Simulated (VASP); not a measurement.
Input:

```
CELL_PARAMETERS angstrom
      3.02074     0.00000     0.00000
      0.00000     3.02074     0.00000
      0.00000     0.00000     3.02074
ATOMIC_POSITIONS crystal
  Al 0.50000 0.50000 0.50000
  Ru 0.00000 0.00000 0.00000
```

These are RPBE GGA, VASP's PBE PAW potentials (set 64) (plane waves; VASP) values and carry that method's errors. Numerical set-up: 520 eV cut-off, Gaussian smearing of 0.050 eV, potentials Al Ru_pv.

**Question.** Estimate the band gap (along the path) with the smallest direct gap where there is one.

**Answer.** 
```json
{
  "band gap (along the path)": "none (metal, semimetal or under 0.01 eV)"
}
```

The absolute energy has meaning only against runs of the same code, potentials and settings.

The compound is RuAl in the CsCl type structure. It was relaxed first. The electron count is odd and the run is not spin-polarised, which forces a metal.
